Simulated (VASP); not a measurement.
A convergence study with VASP on Ge (diamond): one setting is varied, all else stays as given below, so the limit is that of these other settings.

```
Ge
1.0
    0.00000     2.82900     2.82900
    2.82900     0.00000     2.82900
    2.82900     2.82900     0.00000
Ge
2
Direct
  0.00000   0.00000   0.00000
  0.25000   0.25000   0.25000
```

Method: PBEsol GGA, VASP's PBE PAW potentials (set 64) (plane waves; VASP). The tightest run used: 550 eV cut-off, 17×17×17 Γ-centred mesh, tetrahedra with Blöchl corrections, potentials Ge_d.

```json
[
 {"setting": "4×4×4 mesh", "E (eV/atom)": "-4.8016", "pressure (GPa)": "1.57", "irreducible k-points": "8"},
 {"setting": "5×5×5 mesh", "E (eV/atom)": "-4.8834", "pressure (GPa)": "0.89", "irreducible k-points": "10"},
 {"setting": "6×6×6 mesh", "E (eV/atom)": "-4.9133", "pressure (GPa)": "0.73", "irreducible k-points": "16"}
]
```

**Question.** These are the cheaper rows. Estimate the results at 17×17×17 mesh, and how far the last row shown lies from them.

**Answer.** 
```csv
quantity,tightest run,last row shown is off by
E (eV/atom),-4.9371,0.0238
pressure (GPa),0.59,0.14
```

Left out are rungs that failed or repeat a setting and relaxations that didn't move; long series are thinned to 24 rows.

The compound is Ge in the diamond structure. The cell was not relaxed at this level.
